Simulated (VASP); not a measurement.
Energy against volume of CdF₂ (fluorite). All values below come from r2SCAN meta-GGA, VASP's PBE PAW potentials (set 64) (plane waves; VASP). Run with 520 eV cut-off, 7×7×7 Γ-centred mesh, Gaussian smearing of 0.050 eV, potentials Cd F.

```json
[
 {"V (Å³/atom)": "12.358", "E (eV/atom)": "-11.21949"},
 {"V (Å³/atom)": "12.752", "E (eV/atom)": "-11.23499"},
 {"V (Å³/atom)": "13.146", "E (eV/atom)": "-11.24034"},
 {"V (Å³/atom)": "13.541", "E (eV/atom)": "-11.23716"}
]
```

Q: Fit these four points and predict the energy of the run at 13.935 Å³/atom.

A: A cubic in V^(−2/3), the third-order Birch-Murnaghan form, passes through the four points with V0 = 13.19 Å³/atom and B0 = 114 GPa, and gives -11.2268 eV/atom there. The run gave -11.2269 eV/atom, -0.1 meV/atom from the fit; all five points give B0 = 113 GPa.

The compound is CdF2 in the fluorite structure. It was relaxed first.
